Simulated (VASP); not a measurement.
Given:

```
CELL_PARAMETERS angstrom
      0.00000     2.80645     2.80645
      2.80645     0.00000     2.80645
      2.80645     2.80645     0.00000
ATOMIC_POSITIONS crystal
  Si 0.25000 0.25000 0.25000
  Si 0.75000 0.75000 0.75000
  Ni 0.00000 0.00000 0.00000
```

All values below come from PBEsol GGA, VASP's PBE PAW potentials (set 64) (plane waves; VASP). Numerical set-up: 480 eV cut-off, 10×10×10 Γ-centred mesh, first-order Methfessel-Paxton smearing of 0.10 eV, potentials Si Ni.

Q: Give the stress tensor in GPa (positive for a compressed cell).

A: 
```
-14.52    0.00    0.00
  0.00  -14.52    0.00
  0.00    0.00  -14.52
```
The pressure is its mean diagonal, -14.52 GPa.

The compound is NiSi2 in the fluorite structure. This cell was strained or had an atom moved on purpose. The run is not spin-polarised, so no magnetic state was tried.
